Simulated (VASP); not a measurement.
Data:

```
Al
1.0
    2.86930     0.00000     0.00000
   -1.43465     2.48488     0.00000
    0.00000     0.00000     4.65857
Al
2
Direct
  0.33333   0.66667   0.25000
  0.66667   0.33333   0.75000
```

Level of theory: PBEsol GGA, VASP's PBE PAW potentials (set 64) (plane waves; VASP). Numerical set-up: 400 eV cut-off, 13×13×7 Γ-centred mesh, first-order Methfessel-Paxton smearing of 0.10 eV, potentials Al.

Problem. The ions, cell shape and volume are relaxed. Predict the relaxed structure.

Solution. 
```
Al
1.0
    2.84908     0.00000     0.00000
   -1.42454     2.46738     0.00000
    0.00000     0.00000     4.63403
Al
2
Direct
  0.33333   0.66667   0.25000
  0.66667   0.33333   0.75000
```
Space group P6_3/mmc (194), at a tolerance of 0.03 Å.

Problem. How do energy and volume change from the first to the last step?

Solution. The energy (σ→0) changes by -1.5 meV/atom and the volume by -1.9 %, in 3 ionic steps.

The structure was generated: Al was put into the hcp type (P6_3/mmc), which need not be its known phase. This run relaxes it. Symmetry was kept, so distortions that lower it aren't found.
